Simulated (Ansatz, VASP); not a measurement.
## One calculation of CaSiS3, two programs

INCAR

```
SYSTEM = CaSiS3
PREC     = Accurate       ! precision mode
ENCUT    = 520            ! plane-wave cutoff, eV
EDIFF    = 1E-7           ! SCF threshold, eV
ISMEAR   = 0              ! smearing method
SIGMA    = 0.05           ! smearing width, eV
LREAL    = .False.        ! projectors in reciprocal space
LASPH    = .True.         ! aspherical terms in the spheres
NELM     = 80             ! most SCF steps
ALGO     = Normal         ! electronic algorithm
ISIF     = 2              ! what is computed and relaxed
LWAVE    = .False.        ! write WAVECAR
LCHARG   = .True.         ! write CHGCAR
GGA      = PE             ! functional
LELF     = .True.         ! ELF
LVHAR    = .True.       
NBANDS   = 24             ! bands
```

The input KPOINTS:

```
Automatic mesh
0
Gamma
  4 4 4
  0 0 0
```

Contents of POSCAR:

```
CaSiS3
1.0
    4.5776424092      0.0000000000      0.0000000000
    0.0000000000      4.5776424092      0.0000000000
    0.0000000000      0.0000000000      4.5776424092
Ca Si S
1 1 3
Direct
    0.0000000000      0.0000000000      0.0000000000
    0.5000000000      0.5000000000      0.5000000000
    0.5000000000      0.5000000000      0.0000000000
    0.5000000000      0.0000000000      0.5000000000
    0.0000000000      0.5000000000      0.5000000000
```

Input for Ansatz:

```yaml
crystal:
  lattice:
    - [4.5776424092, 0.0, 0.0]
    - [0.0, 4.5776424092, 0.0]
    - [0.0, 0.0, 4.5776424092]
  atoms:
    - { symbol: Ca, position: [0.0, 0.0, 0.0] }
    - { symbol: Si, position: [0.5, 0.5, 0.5] }
    - { symbol: S, position: [0.5, 0.5, 0.0] }
    - { symbol: S, position: [0.5, 0.0, 0.5] }
    - { symbol: S, position: [0.0, 0.5, 0.5] }
basis:
  ecutwfc: 420
kpoints:
  mp_grid: { grid: [4, 4, 4] }
hamiltonian:
  xc: pbe
scf:
  occupations: { method: gaussian, width: 0.05 }
output:
  forces: true
  stress: true
  eigenvalues: true
```

The cell comes from a database or a generator and needn't be the stable form of this composition.

Alike in both runs: task single point; functional PBE; k mesh 4 × 4 × 4; occupations gaussian, width 0.05 eV; no spin polarisation.

|  | VASP | Ansatz |
| --- | --- | --- |
| version | VASP 6.6.1 | Ansatz 0.2.0 |
| potentials or method | VASP PAW PBE potentials, release 64 (Ca_sv, Si, S) | scalar-relativistic, plane waves, PAW |
| plane-wave cutoff (eV) | 520 | 420 |
| valence electrons in the cell | 32 | 32 |

```csv
,VASP,Ansatz,Ansatz less VASP
gap on the k mesh at the Fermi level (eV),none,none,-
pressure (GPa),2.0,2.1,+0.07
```

A gap of «none» marks a metal or a gap that the smearing closes.
